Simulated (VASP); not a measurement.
Runs of VASP 6.6.1 on SiSnH6. The cell holds a molecule in a box, 8 atoms: a = 14.000 Å, b = 12.000 Å, c = 13.000 Å, α = 90.00°, β = 90.00°, γ = 90.00°. 

| task | level | cell | grid for exact exchange (PRECFOCK) | screening parameter | gap on the mesh (eV) | largest force (eV/Å) |
| --- | --- | --- | --- | --- | --- | --- |
| single point | PBE | atoms moved at random, drawn with an rms of 0.05 Å | - | - | 6.05 | 1.95 |
| electron localisation function | PBE | as given | - | - | 5.93 | 0.17 |
| atomic charges | PBE+TS | as given | - | - | 5.93 | 0.17 |
| single point | PBE | as given | - | - | 5.93 | 0.17 |
| single point | HSE06+TS | as given | Fast | 0.2 1/A | 6.95 | (a) |
| relaxation of the atoms | PBE | atoms relaxed from: atoms moved at random, drawn with an rms of 0.02 Å | - | - | 5.85 | - |

Alike in all rows: potentials or basis VASP PAW PBE potentials, release 64 (Si, Sn_d, H); no spin polarisation; k mesh 1 × 1 × 1; cutoff (eV) 520; smearing gaussian 0.01 eV.

Task: Fill in the values left out.

Result: (a) 0.06.

Caveats: spin-orbit coupling is left out, which moves the levels of the heavy elements; the PAW data sets were made with another functional, which shifts forces and pressure a little (some runs).

A k mesh can miss the band edges, and the runs leave out spin-orbit coupling on Sn.
